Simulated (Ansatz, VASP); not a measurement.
# In: VASP beside Ansatz, part 2 of 2

Aim: how closely do two programs agree when they are given the same cell, functional and k mesh? The cell is taken from a series of runs on this material, whose earlier steps may have relaxed, scaled, displaced or heated it; both programs get it as it stands.

VASP 6.6.1 and Ansatz 0.2.0.

So far: Starting point; Ansatz: relaxation of cell and atoms, r2SCAN with rVV10.

### Step 3. VASP: relaxation of cell and atoms, r2SCAN with rVV10

Level of this step: r2SCAN with rVV10; plane waves and PAW (In_d) (VASP).

The same cell, functional, mesh and smearing now go to VASP, with its own data sets.

Lines of VASP's logs that name or quote its potential files are left out, and so is its time.

File INCAR:

```
SYSTEM = In
PREC = Accurate
ENCUT = 550
EDIFF = 1E-07
NELM = 120
ISMEAR = 1
SIGMA = 0.2
LREAL = .FALSE.
ALGO = Normal
METAGGA = R2SCAN
LUSE_VDW = .TRUE.
IVDW_NL = 2
BPARAM = 11.95
CPARAM = 0.0093
LASPH = .TRUE.
NBANDS = 12
LORBIT = 11
LWAVE = .FALSE.
LCHARG = .FALSE.
ISIF = 3
IBRION = 2
NSW = 80
EDIFFG = -0.005
GGA_COMPAT = .FALSE.
NELMIN = 4
LMIXTAU = .TRUE.
KPAR = 2
```

File POSCAR:

```
In
1.0
   -1.6123600000      1.6123600000      2.4580250000
    1.6123600000     -1.6123600000      2.4580250000
    1.6123600000      1.6123600000     -2.4580250000
In
1
Direct
    0.0000000000      0.0000000000      0.0000000000
```

File KPOINTS:

```
Automatic mesh
0
Gamma
24 24 24
0 0 0
```

The projector-augmented-wave data sets are In_d (PBE family, release 64).

Launch:

```bash
mpirun -np 2 vasp_std
```

Numbers of over 12 decimals in the logs are rounded to 6 here.

What it wrote:

```text
[banner, memory and clock lines left out]
running    2 mpi-ranks, on    1 nodes
 distrk:  each k-point on    1 cores,    2 groups
 distr:  one band on    1 cores,    1 groups

 POSCAR found type information on POSCAR In
 POSCAR found :  1 types and       1 ions
|                                                                             |
|               ----> ADVICE to this user running VASP <----                  |
|                                                                             |
|     You have switched on vdW-DFT.                                           |
|     This routine was written and supplied by Jiri Klimes. We recommend      |
|     that you carefully read and cite the following publications:            |
|       J. Klimes, D.R. Bowler, A. Michelides                                 |
|          J. Phys.: Cond Matt. 22 022201 (2010)                              |
|       J. Klimes, D.R. Bowler, A. Michelides                                 |
|          Phys. Rev. B. 83, 195131 (2011)                                    |
|     and references therein.                                                 |
|                                                                             |

|                                                                             |
|               ----> ADVICE to this user running VASP <----                  |
|                                                                             |
|     You enforced a specific xc type in the INCAR file but a different       |
|     [... a line on the potential file left out ...]
|     I HOPE YOU KNOW WHAT YOU ARE DOING!                                     |
|                                                                             |

 LDA part: xc-table for (None), standard interpolation
 POSCAR, INCAR and KPOINTS ok, starting setup
 FFT: planning ... GRIDC
 FFT: planning ... GRID_SOFT
 FFT: planning ... GRID
 WAVECAR not read
 entering main loop
       N       E                     dE             d eps       ncg     rms          rms(c)
Total rVV10 correction in eV:      0.3585550    14.2066052
Total rVV10 correction in eV:      0.3585550    14.2066052
DAV:   1     0.605548860777E+02    0.60555E+02   -0.66093E+03 25876   0.147E+03
DAV:   2    -0.205626715182E+02   -0.81118E+02   -0.78792E+02 26708   0.305E+02
DAV:   3    -0.246159279288E+02   -0.40533E+01   -0.40389E+01 30324   0.682E+01
DAV:   4    -0.247131804316E+02   -0.97253E-01   -0.97215E-01 33436   0.103E+01
DAV:   5    -0.247175443557E+02   -0.43639E-02   -0.43638E-02 36164   0.187E+00    0.386E+00
Total rVV10 correction in eV:      0.3538875    14.2066055
Total rVV10 correction in eV:      0.3538875    14.2066055
DAV:   6    -0.220685916844E+02    0.26490E+01   -0.14138E+00 30720   0.271E+01    0.148E+00
Total rVV10 correction in eV:      0.3534585    14.2066055
Total rVV10 correction in eV:      0.3534585    14.2066055
DAV:   7    -0.221973066500E+02   -0.12871E+00   -0.15344E-01 25684   0.773E+00    0.127E+00
Total rVV10 correction in eV:      0.3506049    14.2066055
Total rVV10 correction in eV:      0.3506049    14.2066055
DAV:   8    -0.221799043220E+02    0.17402E-01   -0.94311E-02 25856   0.290E+00    0.253E-01
Total rVV10 correction in eV:      0.3507186    14.2066055
Total rVV10 correction in eV:      0.3507186    14.2066055
DAV:   9    -0.222174370586E+02   -0.37533E-01   -0.26093E-02 26400   0.153E+00    0.198E-01
Total rVV10 correction in eV:      0.3505844    14.2066055
Total rVV10 correction in eV:      0.3505844    14.2066055
DAV:  10    -0.222142190869E+02    0.32180E-02   -0.13657E-03 31216   0.465E-01    0.163E-01
Total rVV10 correction in eV:      0.3505574    14.2066055
Total rVV10 correction in eV:      0.3505574    14.2066055
DAV:  11    -0.222176719251E+02   -0.34528E-02   -0.22124E-03 30440   0.739E-01    0.235E-01
Total rVV10 correction in eV:      0.3507734    14.2066055
Total rVV10 correction in eV:      0.3507734    14.2066055
DAV:  12    -0.222200927855E+02   -0.24209E-02   -0.21295E-03 26508   0.619E-01    0.231E-02
Total rVV10 correction in eV:      0.3507998    14.2066055
Total rVV10 correction in eV:      0.3507998    14.2066055
DAV:  13    -0.222202993884E+02   -0.20660E-03   -0.15769E-04 31136   0.142E-01    0.203E-02
Total rVV10 correction in eV:      0.3507989    14.2066055
Total rVV10 correction in eV:      0.3507989    14.2066055
DAV:  14    -0.222202993230E+02    0.65395E-07   -0.64244E-06 30228   0.170E-02    0.269E-02
Total rVV10 correction in eV:      0.3508039    14.2066055
Total rVV10 correction in eV:      0.3508039    14.2066055
DAV:  15    -0.222202960953E+02    0.32277E-05   -0.75271E-06 27756   0.360E-02    0.424E-02
[...]
Total rVV10 correction in eV:      0.3520533    14.2066057
DAV:   3    -0.222205933001E+02    0.94513E-04   -0.11208E-04 29972   0.304E-01    0.175E-02
Total rVV10 correction in eV:      0.3520528    14.2066057
Total rVV10 correction in eV:      0.3520528    14.2066057
DAV:   4    -0.222206135282E+02   -0.20228E-04   -0.37662E-05 28208   0.584E-02    0.191E-02
Total rVV10 correction in eV:      0.3520528    14.2066057
Total rVV10 correction in eV:      0.3520528    14.2066057
DAV:   5    -0.222206136673E+02   -0.13912E-06   -0.17216E-06 39516   0.108E-02    0.237E-02
Total rVV10 correction in eV:      0.3520527    14.2066057
Total rVV10 correction in eV:      0.3520527    14.2066057
DAV:   6    -0.222206138507E+02   -0.18344E-06   -0.10493E-07 28100   0.362E-03    0.229E-02
Total rVV10 correction in eV:      0.3520524    14.2066057
Total rVV10 correction in eV:      0.3520524    14.2066057
DAV:   7    -0.222206137361E+02    0.11465E-06   -0.13827E-07 27144   0.406E-03    0.191E-02
Total rVV10 correction in eV:      0.3520525    14.2066057
Total rVV10 correction in eV:      0.3520525    14.2066057
DAV:   8    -0.222206139419E+02   -0.20576E-06   -0.20340E-07 26408   0.443E-03    0.174E-02
Total rVV10 correction in eV:      0.3520525    14.2066057
Total rVV10 correction in eV:      0.3520525    14.2066057
DAV:   9    -0.222206139342E+02    0.76627E-08   -0.92457E-09 13620   0.129E-03
Total rVV10 correction in eV:      0.3520515    14.2066057
Total rVV10 correction in eV:      0.3520515    14.2066057
Total rVV10 correction in eV:      0.3520524    14.2066057
Total rVV10 correction in eV:      0.3520524    14.2066057
   9 F= -.22220614E+02 E0= -.22220922E+02  d E =-.413839E-04
[...]
10 F= -.22220613E+02 E0= -.22220929E+02  d E =-.405008E-04
[...]
11 F= -.22220614E+02 E0= -.22220925E+02  d E =-.416393E-04
[...]
12 F= -.22220615E+02 E0= -.22220926E+02  d E =-.342651E-06
 trial-energy change:   -0.000000  1 .order   -0.000000   -0.000013    0.000013
 step:   0.8121(harm=  0.8121)  dis= 0.00000  next Energy=   -22.220618 (dE=-0.341E-05)
 bond charge predicted
       N       E                     dE             d eps       ncg     rms          rms(c)
Total rVV10 correction in eV:      0.3517954    14.2066056
Total rVV10 correction in eV:      0.3517954    14.2066056
DAV:   1    -0.222207249846E+02   -0.11042E-03   -0.24358E-03 33524   0.106E+00    0.681E-02
Total rVV10 correction in eV:      0.3518796    14.2066057
Total rVV10 correction in eV:      0.3518796    14.2066057
DAV:   2    -0.222206260892E+02    0.98895E-04   -0.17572E-04 32860   0.300E-01    0.228E-02
Total rVV10 correction in eV:      0.3519159    14.2066057
Total rVV10 correction in eV:      0.3519159    14.2066057
DAV:   3    -0.222206151847E+02    0.10905E-04   -0.36872E-05 36900   0.121E-01    0.140E-02
Total rVV10 correction in eV:      0.3519166    14.2066057
Total rVV10 correction in eV:      0.3519166    14.2066057
DAV:   4    -0.222206178236E+02   -0.26390E-05   -0.14431E-06 25800   0.137E-02    0.122E-02
Total rVV10 correction in eV:      0.3519160    14.2066057
Total rVV10 correction in eV:      0.3519160    14.2066057
DAV:   5    -0.222206119587E+02    0.58649E-05   -0.24292E-06 25772   0.238E-02    0.411E-03
Total rVV10 correction in eV:      0.3519199    14.2066057
Total rVV10 correction in eV:      0.3519199    14.2066057
DAV:   6    -0.222206170245E+02   -0.50658E-05   -0.40493E-06 25720   0.308E-02    0.149E-03
Total rVV10 correction in eV:      0.3519199    14.2066057
Total rVV10 correction in eV:      0.3519199    14.2066057
DAV:   7    -0.222206170828E+02   -0.58268E-07   -0.59462E-08 21008   0.279E-03
Total rVV10 correction in eV:      0.3519216    14.2066057
Total rVV10 correction in eV:      0.3519216    14.2066057
Total rVV10 correction in eV:      0.3519228    14.2066057
Total rVV10 correction in eV:      0.3519228    14.2066057
  13 F= -.22220617E+02 E0= -.22220928E+02  d E =-.289320E-05
 curvature:  -0.41 expect dE=-0.708E-07 dE for cont linesearch -0.708E-07
 trial: gam= 0.00000 g(F)=  0.123E-59 g(S)=  0.174E-06 ort =-0.121E-05 (trialstep = 0.143E+01)
 search vector abs. value=  0.174E-06
 reached required accuracy - stopping structural energy minimisation
```

OUTCAR, selected parts (step 3):

```text
ion  position               nearest neighbor table
   1  0.000  0.000  0.000-

  LATTYP: Found a body centered tetragonal cell.
 ALAT       =     3.2247200000
 C/A-ratio  =     1.5244889479

 Subroutine GETGRP returns: Found 16 space group operations
 (whereof 16 operations were pure point group operations)

The static configuration has the point symmetry D_4h.

 Found   1063 irreducible k-points:

   k-points           NKPTS =   1063   k-points in BZ     NKDIM =   1063   number of bands    NBANDS=     12

   dimension x,y,z NGX =    28 NGY =   28 NGZ =   28
   dimension x,y,z NGXF=    56 NGYF=   56 NGZF=   56

   ENCUT  =  550.0 eV  40.42 Ry    6.36 a.u.   6.41  6.41  6.41*2*pi/ulx,y,z

   NELECT =      13.0000    total number of electrons

 k-points in reciprocal lattice and weights: Automatic mesh
   0.00000000  0.00000000  0.00000000       0.000
   0.04166667 -0.00000000  0.00000000       0.001
   0.08333333  0.00000000 -0.00000000       0.001
   0.12500000  0.00000000  0.00000000       0.001
   0.16666667 -0.00000000  0.00000000       0.001
   0.20833333 -0.00000000  0.00000000       0.001
   0.25000000  0.00000000  0.00000000       0.001
   0.29166667 -0.00000000  0.00000000       0.001
   0.33333333 -0.00000000  0.00000000       0.001
[...]
-0.45833333 -0.45833333  0.45833333       0.000
   0.50000000  0.50000000  0.50000000       0.000

 average (electrostatic) potential at core
       1 -99.2263

 E-fermi :   7.6442

 k-point     1 :       0.0000    0.0000    0.0000
  band No.  band energies     occupation
    ...
      2      -7.5353      2.00000
      3      -7.5353      2.00000
      4      -7.4608      2.00000
      5      -7.3283      2.00000
      6      -2.5151      2.00000
      7      18.9399      0.00000
      8      18.9399      0.00000
      9      19.1894      0.00000
     10      19.8635      0.00000
     11      22.2552      0.00000
    ...

 k-point     2 :       0.0417   -0.0000    0.0000
  band No.  band energies     occupation
    ...
      2      -7.5357      2.00000
      3      -7.5323      2.00000
      4      -7.4602      2.00000
      5      -7.3297      2.00000
      6      -2.4746      2.00000
      7      18.3855      0.00000
      8      18.8844      0.00000
      9      19.0012      0.00000
     10      19.7531      0.00000
     11      22.4689      0.00000
    ...

 k-point     3 :       0.0833    0.0000   -0.0000
  band No.  band energies     occupation
    ...
      2      -7.5372      2.00000
      3      -7.5236      2.00000
      4      -7.4575      2.00000
      5      -7.3335      2.00000
      6      -2.3525      2.00000
      7      17.0528      0.00000
      8      18.6583      0.00000
      9      18.7382      0.00000
     10      19.7040      0.00000
     11      22.7405      0.00000
    ...

  Total        0.0011114      0.0011114      0.0010636      0.0000000      0.0000000      0.0000000
  in kB        0.0691128      0.0691128      0.0661369      0.0000000      0.0000000      0.0000000
  external PRESSURE =       0.0681208 kB  Pullay stress =       0.0000000 kB

  energy-cutoff  :      550.00
  volume of cell :       25.77
      direct lattice vectors                 reciprocal lattice vectors
    -1.613171860  1.613171860  2.475237773     0.000000000  0.309948377  0.202000796
     1.613171860 -1.613171860  2.475237773     0.309948377  0.000000000  0.202000796
     1.613171860  1.613171860 -2.475237773     0.309948377  0.309948377  0.000000000

 POSITION                                       TOTAL-FORCE (eV/Angst)
 -----------------------------------------------------------------------------------
      0.00000      0.00000     -0.00000         0.000000     -0.000000      0.000000
 -----------------------------------------------------------------------------------
    total drift:                                0.000000     -0.000000      0.000000

  FREE ENERGIE OF THE ION-ELECTRON SYSTEM (eV)
  ---------------------------------------------------
  free  energy   TOTEN  =       -22.2206170828 eV

  energy  without entropy=      -22.2215506049  energy(sigma->0) =      -22.22092826

 reached required accuracy - stopping structural energy minimisation

 total charge
# of ion       s       p       d       tot
------------------------------------------
    1        0.987   0.538   9.848  11.373

[... 3 further parts left out ...]
```

### Step 4. Differences

Known differences besides the potentials themselves: VASP keeps PBE cores, Ansatz makes them for the functional; the cutoff is 500 eV in Ansatz and 550 eV in VASP; Ansatz adds a Pulay correction to the stress that steers its cell, VASP none. Total energies have different zeros and are not compared.

Both answers:

| quantity | Ansatz | VASP | difference |
| --- | --- | --- | --- |
| volume (Å³) | 25.68 | 25.77 | -0.35 % |
| edge a after relaxation, in the typed setting (Å) | 3.362 | 3.366 | -0.13 % |

### Step 5. What came out

| Property | Result |
| --- | --- |
| difference in volume (relaxation of cell and atoms, r2SCAN with rVV10) | -0.35 % |

In words: The difference in volume is -0.35 % (relaxation of cell and atoms, r2SCAN with rVV10), within the 1.2 % picked in this series as the mark of a large difference, as far as the stopping tolerances let one tell. How closely two codes agree says nothing of how well the functional describes the real material.

[Lines on the potential files, build, host, timing and source positions are cut from VASP's logs without a mark.]

[Logs are printed without paths, hosts, clocks, repeated set-up lines and the standing remarks that a program may print on its own settings, such as how far it seeks lower states.]

[Hosts, paths, dates, database ids (printed as entryN), source tags and the programs' standing remarks are cut or masked in the printed files.]
